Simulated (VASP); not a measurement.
# Black phosphorene and its bilayer, part 2 of 5

What are the lattice, gap and band positions of black phosphorene, and what does a second sheet change?

VASP 6.6.1; optB86b-vdW; plane waves and PAW (P).

So far, gap on the k-mesh (eV): step 2 (relaxing the monolayer) 0.772.

**3. A second relaxation**

The plane waves were chosen for the start cell, so the relaxation is repeated from its end.

INCAR

```
SYSTEM = P
PREC = Normal
ENCUT = 350
EDIFF = 1E-06
NELM = 120
ISMEAR = 0
SIGMA = 0.03
LREAL = .FALSE.
ALGO = Normal
GGA = MK
AGGAC = 0
LUSE_VDW = .TRUE.
PARAM1 = 0.1234
PARAM2 = 1
LASPH = .TRUE.
NBANDS = 16
LORBIT = 11
LWAVE = .FALSE.
LCHARG = .FALSE.
KPAR = 4
IBRION = 2
NSW = 30
ISIF = 3
EDIFFG = -0.015
POTIM = 0.4
IDIPOL = 3
LDIPOL = .TRUE.
DIPOL = 0.5 0.5 0.5
LATTICE_CONSTRAINTS = .TRUE. .TRUE. .FALSE.
```

POSCAR

```
P
1.0
    4.5076573502      0.0000000000      0.0000000000
    0.0000000000      3.3055854074      0.0000000000
    0.0000000000      0.0000000000     22.0000000000
P
4
Direct
    0.0844215259      0.0000000000      0.4516514381
    0.4155784741      0.5000000000      0.4516514381
    0.5844215259      0.5000000000      0.5483485619
    0.9155784741      0.0000000000      0.5483485619
```

KPOINTS

```
Automatic mesh
0
Gamma
7 9 1
0 0 0
```

The projector-augmented-wave data sets are P (PBE family, release 64).

Run with:

```sh
> mpirun -np 4 vasp_std
```

Output:

```text
[banner, memory and clock lines left out]
running    4 mpi-ranks, on    1 nodes
 distrk:  each k-point on    1 cores,    4 groups
 distr:  one band on    1 cores,    1 groups

 POSCAR found type information on POSCAR P
 POSCAR found :  1 types and       4 ions
 [... a notice as in an earlier step ...]

 [... a notice as in an earlier step ...]

 LDA part: xc-table for (Slater+PW92), standard interpolation
 POSCAR, INCAR and KPOINTS ok, starting setup
 FFT: planning ... GRIDC
 FFT: planning ... GRID_SOFT
 FFT: planning ... GRID
 WAVECAR not read
 entering main loop
       N       E                     dE             d eps       ncg     rms          rms(c)
DAV:   1     0.117215618791E+03    0.11722E+03   -0.51950E+03   640   0.637E+02
DAV:   2    -0.297904313937E+01   -0.12019E+03   -0.11302E+03   944   0.144E+02
DAV:   3    -0.158740826715E+02   -0.12895E+02   -0.12834E+02   912   0.565E+01
DAV:   4    -0.161246340191E+02   -0.25055E+00   -0.25007E+00   920   0.979E+00
DAV:   5    -0.161319785084E+02   -0.73445E-02   -0.73437E-02  1016   0.148E+00    0.952E+00
DAV:   6    -0.160259130172E+02    0.10607E+00   -0.84361E-02   864   0.150E+00    0.568E+00
DAV:   7    -0.159818092733E+02    0.44104E-01   -0.15798E-01   848   0.206E+00    0.313E-01
DAV:   8    -0.159802133879E+02    0.15959E-02   -0.10292E-02   848   0.601E-01    0.118E-01
DAV:   9    -0.159797049967E+02    0.50839E-03   -0.53984E-04  1080   0.138E-01    0.960E-02
DAV:  10    -0.159788308797E+02    0.87412E-03   -0.22566E-04   856   0.684E-02    0.627E-02
DAV:  11    -0.159781790269E+02    0.65185E-03   -0.18499E-04   880   0.561E-02    0.164E-02
DAV:  12    -0.159776276558E+02    0.55137E-03   -0.21505E-04   808   0.683E-02    0.105E-02
DAV:  13    -0.159775627766E+02    0.64879E-04   -0.37494E-05   672   0.390E-02    0.762E-03
DAV:  14    -0.159776385787E+02   -0.75802E-04   -0.74832E-05   672   0.564E-02    0.353E-03
DAV:  15    -0.159776861785E+02   -0.47600E-04   -0.12199E-05   760   0.210E-02    0.369E-03
DAV:  16    -0.159777143137E+02   -0.28135E-04   -0.47621E-06   696   0.112E-02    0.154E-03
DAV:  17    -0.159777401910E+02   -0.25877E-04   -0.25073E-06   696   0.706E-03    0.155E-03
DAV:  18    -0.159777492255E+02   -0.90345E-05   -0.58374E-07   632   0.347E-03    0.452E-04
DAV:  19    -0.159777503342E+02   -0.11088E-05   -0.89547E-08   664   0.138E-03    0.108E-04
DAV:  20    -0.159777505292E+02   -0.19494E-06   -0.66493E-08   536   0.101E-03
   1 F= -.15977751E+02 E0= -.15977751E+02  d E =-.159778E+02
 curvature:   0.00 expect dE= 0.000E+00 dE for cont linesearch  0.000E+00
 trial: gam= 0.00000 g(F)=  0.857E-05 g(S)=  0.867E-05 ort = 0.000E+00 (trialstep = 0.100E+01)
 search vector abs. value=  0.172E-04
 reached required accuracy - stopping structural energy minimisation
```

Run time: 62 s. Hardware: 4 MPI ranks of AMD EPYC 9R45, shared host; peak memory 1.7 GiB.

Parts of OUTCAR (step 3):

```text
  LATTYP: Found a simple orthorhombic cell.
 ALAT       =     3.3055854074
 B/A-ratio  =     1.3636487323
 C/A-ratio  =     6.6554020812

 Found     20 irreducible k-points:

   ENCUT  =  350.0 eV  25.72 Ry    5.07 a.u.   6.88  5.04 33.56*2*pi/ulx,y,z

   NELECT =      20.0000    total number of electrons

 E-fermi :  -2.3539

 k-point     1 :       0.0000    0.0000    0.0000
  band No.  band energies     occupation
    ...
      6      -7.0767      2.00000
      7      -5.8829      2.00000
      8      -4.3172      2.00000
      9      -4.2538      2.00000
     10      -2.5193      2.00000
     11      -1.7474      0.00000
     12      -0.8342      0.00000
     13       0.2389      0.00000
     14       0.8896      0.00000
     15       1.5049      0.00000
    ...

 k-point     2 :       0.1429    0.0000    0.0000
  band No.  band energies     occupation
    ...
      6      -6.6159      2.00000
      7      -5.8015      2.00000
      8      -4.3163      2.00000
      9      -3.8200      2.00000
     10      -3.2059      2.00000
     11      -1.1578      0.00000
     12      -0.7452      0.00000
     13       0.0226      0.00000
     14       0.7817      0.00000
     15       1.6583      0.00000
    ...

Total vdW correction in eV:      3.1575767

  Total       -0.0260047     -0.0149087     -0.0604397      0.0000000      0.0000000     -0.0000000
  in kB       -0.1270985     -0.0728667     -0.2954003      0.0000000      0.0000000     -0.0000000
  external PRESSURE =      -0.1651218 kB  Pullay stress =       0.0000000 kB

 POSITION                                       TOTAL-FORCE (eV/Angst)
 -----------------------------------------------------------------------------------
      0.38054      0.00000      9.93633        -0.004360      0.000000      0.006043
      1.87329      1.65279      9.93633         0.004360     -0.000000      0.006043
      2.63437      1.65279     12.06367        -0.004360      0.000000     -0.006043
      4.12711      0.00000     12.06367         0.004360     -0.000000     -0.006043
 -----------------------------------------------------------------------------------
    total drift:                                0.000000     -0.000000      0.000000

  FREE ENERGIE OF THE ION-ELECTRON SYSTEM (eV)
  ---------------------------------------------------
  free  energy   TOTEN  =       -15.9777505292 eV

  energy  without entropy=      -15.9777505292  energy(sigma->0) =      -15.97775053

Total vdW correction in eV:      3.1575784

 vacuum level on the upper side and lower side of the slab         2.173         2.173

 total charge
# of ion       s       p       d       tot
------------------------------------------
    1        1.080   1.378   0.000   2.458
    2        1.080   1.378   0.000   2.458
    3        1.080   1.378   0.000   2.458
    4        1.080   1.378   0.000   2.458
--------------------------------------------------
tot          4.319   5.514   0.000   9.833

[... 8 parts as in an earlier step ...]

[... 6 further parts left out ...]
```

Little changed from the start: no atom moved by 0.005 Å and no cell edge by 0.1 %.

This step gave:

```yaml
electronic_steps: 20
fermi_energy: -2.354 eV
```

The start already met the threshold, so nothing moved.

**4. Potential and states of the slab**

A static run writes the electrostatic potential without exchange and correlation (LVHAR), which is flat in the vacuum and gives the level to count from. The dipole correction cancels the field that unlike faces would set up across the vacuum.

INCAR

```
SYSTEM = P
PREC = Normal
ENCUT = 350
EDIFF = 1E-06
NELM = 120
ISMEAR = 0
SIGMA = 0.03
LREAL = .FALSE.
ALGO = Fast
GGA = MK
AGGAC = 0
LUSE_VDW = .TRUE.
PARAM1 = 0.1234
PARAM2 = 1
LASPH = .TRUE.
NBANDS = 16
LORBIT = 11
LWAVE = .FALSE.
LCHARG = .TRUE.
IDIPOL = 3
LDIPOL = .TRUE.
DIPOL = 0.5 0.5 0.5
LVHAR = .TRUE.
LVACPOTAV = .TRUE.
NEDOS = 1500
LELF = .TRUE.
```

POSCAR is that of step 3.

KPOINTS is that of step 3.

KPOINTS_OPT

```
Line mode
14
Line-mode
Reciprocal
  0.00000000   0.00000000   0.00000000 GAMMA
 -0.50000000   0.00000000   0.00000000 X

 -0.50000000   0.00000000   0.00000000 X
 -0.50000000  -0.50000000   0.00000000 S

 -0.50000000  -0.50000000   0.00000000 S
  0.00000000  -0.50000000   0.00000000 Y

  0.00000000  -0.50000000   0.00000000 Y
  0.00000000   0.00000000   0.00000000 GAMMA

  0.00000000   0.00000000   0.00000000 GAMMA
 -0.50000000  -0.50000000   0.00000000 S
```

Run with:

```sh
> mpirun -np 4 vasp_std
```

Output:

```text
[banner, memory and clock lines left out]
running    4 mpi-ranks, on    1 nodes
 distrk:  each k-point on    4 cores,    1 groups
 distr:  one band on    1 cores,    4 groups

 POSCAR found type information on POSCAR P
 POSCAR found :  1 types and       4 ions
 [... a notice as in an earlier step ...]

 [... a notice as in an earlier step ...]

 LDA part: xc-table for (Slater+PW92), standard interpolation
 POSCAR, INCAR and KPOINTS ok, starting setup
 FFT: planning ... GRIDC
 FFT: planning ... GRID_SOFT
 FFT: planning ... GRID
 WAVECAR not read
 entering main loop
       N       E                     dE             d eps       ncg     rms          rms(c)
DAV:   1     0.117215618790E+03    0.11722E+03   -0.51950E+03   640   0.637E+02
DAV:   2    -0.297904313973E+01   -0.12019E+03   -0.11302E+03   944   0.144E+02
DAV:   3    -0.158740826720E+02   -0.12895E+02   -0.12834E+02   912   0.565E+01
DAV:   4    -0.161246340195E+02   -0.25055E+00   -0.25007E+00   920   0.979E+00
DAV:   5    -0.161319785089E+02   -0.73445E-02   -0.73437E-02  1016   0.148E+00    0.952E+00
RMM:   6    -0.160253992754E+02    0.10658E+00   -0.77226E-02   654   0.137E+00    0.575E+00
RMM:   7    -0.159813832382E+02    0.44016E-01   -0.19629E-01   722   0.216E+00    0.272E-01
RMM:   8    -0.159793168497E+02    0.20664E-02   -0.17076E-02   754   0.802E-01    0.769E-02
RMM:   9    -0.159791206317E+02    0.19622E-03   -0.34016E-03   849   0.335E-01    0.889E-02
RMM:  10    -0.159786934206E+02    0.42721E-03   -0.60369E-04   878   0.140E-01    0.569E-02
RMM:  11    -0.159777489994E+02    0.94442E-03   -0.50511E-04   837   0.110E-01    0.462E-02
RMM:  12    -0.159777869632E+02   -0.37964E-04   -0.15119E-04   872   0.512E-02    0.213E-02
RMM:  13    -0.159775881481E+02    0.19882E-03   -0.12861E-04   773   0.673E-02    0.139E-02
RMM:  14    -0.159776151014E+02   -0.26953E-04   -0.15131E-04   826   0.570E-02    0.699E-03
RMM:  15    -0.159776813046E+02   -0.66203E-04   -0.20981E-05   780   0.232E-02    0.125E-02
RMM:  16    -0.159777010507E+02   -0.19746E-04   -0.88503E-06   707   0.146E-02    0.151E-03
RMM:  17    -0.159777373813E+02   -0.36331E-04   -0.54099E-06   679   0.103E-02    0.189E-03
RMM:  18    -0.159777463633E+02   -0.89820E-05   -0.12160E-06   592   0.489E-03    0.138E-03
RMM:  19    -0.159777485591E+02   -0.21958E-05   -0.24970E-07   447   0.240E-03    0.854E-04
RMM:  20    -0.159777505667E+02   -0.20076E-05   -0.34583E-07   511   0.256E-03    0.192E-04
RMM:  21    -0.159777505436E+02    0.23115E-07   -0.28050E-08   258   0.121E-03
|                                                                             |
|           W    W    AA    RRRRR   N    N  II  N    N   GGGG   !!!           |
|           W    W   A  A   R    R  NN   N  II  NN   N  G    G  !!!           |
|           W    W  A    A  R    R  N N  N  II  N N  N  G       !!!           |
|           W WW W  AAAAAA  RRRRR   N  N N  II  N  N N  G  GGG   !            |
|           WW  WW  A    A  R   R   N   NN  II  N   NN  G    G                |
|           W    W  A    A  R    R  N    N  II  N    N   GGGG   !!!           |
|                                                                             |
|     Did not find any points to average over, which means that no vacuum     |
|     field-free region was found. Please increase the size of  your cell     |
|     in the dimension of the dipole correction to obtain accurate            |
|     workfunction values.                                                    |
|                                                                             |

   1 F= -.15977751E+02 E0= -.15977751E+02  d E =-.292503E-12
 Start KPOINTS_OPT (optional k-point list driver)
k-point batch [1-20\70]
       N       E                     dE             ncg
DAV:   1    -0.996864566066E+03   -0.51002E+04      640
DAV:   2    -0.308934348206E+04   -0.20925E+04     1112
DAV:   3    -0.333517431019E+04   -0.24583E+03      872
DAV:   4    -0.334029211341E+04   -0.51178E+01      968
DAV:   5    -0.334041810622E+04   -0.12599E+00      928
DAV:   6    -0.334042088638E+04   -0.27802E-02      952
DAV:   7    -0.334042096162E+04   -0.75247E-04      976
DAV:   8    -0.334042096392E+04   -0.22926E-05      888
DAV:   9    -0.334042096401E+04   -0.96658E-07      696
[...]
k-point batch [61-70\70]
       N       E                     dE             ncg
DAV:   1     0.304763923614E+02   -0.47542E+04      320
DAV:   2    -0.123308548371E+04   -0.12636E+04      472
DAV:   3    -0.136252507277E+04   -0.12944E+03      408
DAV:   4    -0.136528208458E+04   -0.27570E+01      464
DAV:   5    -0.136537760148E+04   -0.95517E-01      488
DAV:   6    -0.136537975141E+04   -0.21499E-02      512
DAV:   7    -0.136537979605E+04   -0.44637E-04      496
DAV:   8    -0.136537979664E+04   -0.59650E-06      392
```

The job ended after 32 s (4 MPI ranks; peak memory 0.99 GiB; 2.1 min of CPU time).

From OUTCAR (step 4):

```text
 Found     20 irreducible k-points:

   NELECT =      20.0000    total number of electrons

 E-fermi :  -2.3830

 k-point     1 :       0.0000    0.0000    0.0000
  band No.  band energies     occupation
    ...
      6      -7.0767      2.00000
      7      -5.8829      2.00000
      8      -4.3172      2.00000
      9      -4.2538      2.00000
     10      -2.5193      2.00000
     11      -1.7474      0.00000
     12      -0.8342      0.00000
     13       0.2389      0.00000
     14       0.8896      0.00000
     15       1.5036      0.00000
    ...

 k-point     2 :       0.1429    0.0000    0.0000
  band No.  band energies     occupation
    ...
      6      -6.6159      2.00000
      7      -5.8015      2.00000
      8      -4.3163      2.00000
      9      -3.8200      2.00000
     10      -3.2059      2.00000
     11      -1.1579      0.00000
     12      -0.7452      0.00000
     13       0.0226      0.00000
     14       0.7816      0.00000
     15       1.6565      0.00000
    ...

Total vdW correction in eV:      3.1575770

  Total       -0.0259906     -0.0149622     -0.0604457      0.0000000      0.0000000      0.0000000
  in kB       -0.1270296     -0.0731280     -0.2954298      0.0000000      0.0000000      0.0000000
  external PRESSURE =      -0.1651958 kB  Pullay stress =       0.0000000 kB

 POSITION                                       TOTAL-FORCE (eV/Angst)
 -----------------------------------------------------------------------------------
      0.38054      0.00000      9.93633        -0.004380      0.000000      0.006009
      1.87329      1.65279      9.93633         0.004380      0.000000      0.006009
      2.63437      1.65279     12.06367        -0.004380      0.000000     -0.006009
      4.12711      0.00000     12.06367         0.004380     -0.000000     -0.006009
 -----------------------------------------------------------------------------------
    total drift:                                0.000000     -0.000000      0.000000

  FREE ENERGIE OF THE ION-ELECTRON SYSTEM (eV)
  ---------------------------------------------------
  free  energy   TOTEN  =       -15.9777505436 eV

  energy  without entropy=      -15.9777505436  energy(sigma->0) =      -15.97775054

Total vdW correction in eV:      3.1575782

 vacuum level on the upper side and lower side of the slab         2.585         2.585

[... 12 parts as in an earlier step ...]

[... 4 further parts left out ...]
```

This step gave:

| Quantity | Value |
| --- | --- |
| electronic steps | 21 |
| Fermi energy | -2.383 eV |
| least gap on mesh and path | 0.7719 eV |
| least direct gap on mesh and path | 0.7719 eV |
| vacuum levels | 2.585, 2.585 eV |
| ionisation potentials of the upper and lower face | 5.104, 5.104 eV |
| electron affinities of the upper and lower face | 4.332, 4.332 eV |

The electronic bands at the labelled points (eV, zero at the valence-band top; v1 is the highest filled band, c1 the lowest empty one):

```csv
point,v4,v3,v2,v1,c1,c2,c3,c4
Γ,-3.36,-1.80,-1.73,0.00,0.77,1.69,2.76,3.41
0.54 of the way,-3.08,-1.97,-1.55,-0.55,1.86,2.11,2.21,3.19
X,-2.51,-2.51,-1.09,-1.09,2.13,2.13,3.51,3.51
0.46 of the way,-2.81,-2.81,-1.38,-1.38,2.80,2.80,3.61,3.61
S,-4.72,-4.72,-1.24,-1.24,2.43,2.43,4.12,4.12
0.46 of the way,-3.79,-3.79,-1.35,-1.35,1.92,1.92,3.09,3.09
Y,-2.70,-2.70,-1.97,-1.97,1.31,1.31,2.04,2.04
0.46 of the way,-3.83,-2.97,-1.68,-0.55,1.19,1.56,3.09,3.34
Γ,-3.36,-1.80,-1.73,0.00,0.77,1.69,2.76,3.41
0.54 of the way,-3.44,-2.52,-1.73,-1.24,2.12,2.32,2.64,4.39
S,-4.72,-4.72,-1.24,-1.24,2.43,2.43,4.12,4.12
```

Zero at the Fermi level. Table of planar average of the electrostatic potential by height:

```csv
height (Å),planar average of the electrostatic potential (eV)
0.0,4.97
0.5,4.97
1.0,4.97
1.5,4.97
2.0,4.97
2.5,4.97
3.0,4.97
3.5,4.97
4.0,4.97
4.5,4.97
5.0,4.97
5.5,4.97
6.0,4.97
6.5,4.96
7.0,4.96
7.5,4.92
8.0,4.77
8.5,4.10
9.0,1.32
9.5,-10.0
10.0,-17.6
10.5,-7.11
11.0,-0.344
11.5,-7.11
12.0,-17.6
12.5,-10.0
13.0,1.32
13.5,4.10
14.0,4.77
14.5,4.92
15.0,4.96
15.5,4.96
16.0,4.97
16.5,4.97
17.0,4.97
17.5,4.97
18.0,4.97
18.5,4.97
19.0,4.97
19.5,4.97
20.0,4.97
20.5,4.97
21.0,4.97
21.5,4.97
```

ELF in the ca plane at fractional y = 0.000, with atoms of P within 0.2 Å of it. It is the smooth field of the valence electrons, not physical close to the nuclei.

Values, 7 rows by 16 columns, each cell a mean:
```
0.00 0.00 0.00 0.00 0.00 0.01 0.11 0.72 0.94 0.79 0.66 0.56 0.82 0.27 0.08 0.02
0.00 0.00 0.00 0.00 0.00 0.00 0.01 0.16 0.44 0.31 0.50 0.54 0.37 0.06 0.00 0.03
0.00 0.00 0.00 0.00 0.00 0.00 0.00 0.01 0.04 0.04 0.24 0.28 0.07 0.01 0.00 0.00
0.00 0.00 0.00 0.00 0.00 0.00 0.00 0.02 0.08 0.11 0.06 0.07 0.02 0.00 0.00 0.00
0.00 0.00 0.00 0.00 0.00 0.00 0.01 0.06 0.30 0.42 0.10 0.06 0.03 0.00 0.00 0.00
0.00 0.00 0.00 0.00 0.05 0.01 0.04 0.39 0.60 0.51 0.47 0.66 0.46 0.07 0.00 0.00
0.00 0.00 0.00 0.00 0.00 0.12 0.16 0.78 0.84 0.60 0.82 0.90 0.90 0.33 0.08 0.00
```
Columns run along c (16.0 Å, from fractional 0.05 to 0.78 of the cell), rows up along a (4.5 Å). Atoms in or near the plane, at fractional coordinates: P at (0.45, 0.08), P at (0.55, 0.92).

Valence density in the ca plane at fractional y = 0.000, with atoms of P within 0.2 Å of it. It is the smooth field of the valence electrons, not physical close to the nuclei.

Values in e/Å³, 7 rows by 16 columns, each cell a mean:
```
0.00 0.00 0.00 0.00 0.00 0.00 0.00 0.06 0.45 0.54 0.55 0.31 0.19 0.01 0.00 0.00
0.00 0.00 0.00 0.00 0.00 0.00 0.00 0.02 0.10 0.14 0.41 0.48 0.10 0.01 0.00 0.00
0.00 0.00 0.00 0.00 0.00 0.00 0.00 0.01 0.04 0.06 0.16 0.20 0.04 0.00 0.00 0.00
0.00 0.00 0.00 0.00 0.00 0.00 0.00 0.01 0.08 0.09 0.07 0.07 0.02 0.00 0.00 0.00
0.00 0.00 0.00 0.00 0.00 0.00 0.00 0.03 0.23 0.27 0.07 0.05 0.01 0.00 0.00 0.00
0.00 0.00 0.00 0.00 0.00 0.00 0.00 0.07 0.45 0.48 0.24 0.20 0.04 0.00 0.00 0.00
0.00 0.00 0.00 0.00 0.00 0.00 0.00 0.11 0.49 0.49 0.65 0.61 0.14 0.01 0.00 0.00
```
Columns run along c (16.0 Å, from fractional 0.05 to 0.78 of the cell), rows up along a (4.5 Å). Atoms in or near the plane, at fractional coordinates: P at (0.45, 0.08), P at (0.55, 0.92).

The vacuum level lies 5.10 eV above the highest filled level at the upper face; both faces agree, as the slab has next to no dipole.

The program found no field-free point at its default tolerance, but its printed level agrees with the flat part of the planar average.

[end of part 2 of 5]

[Lines on the potential files, build, host, timing and source positions are cut from VASP's logs without a mark.]

[Logs are printed without paths, hosts, clocks, repeated set-up lines and the standing remarks that a program may print on its own settings, such as how far it seeks lower states.]

[Hosts, paths, dates, database ids (printed as entryN), source tags and the programs' standing remarks are cut or masked in the printed files.]

[Runs that stopped without an error message from VASP are left out.]
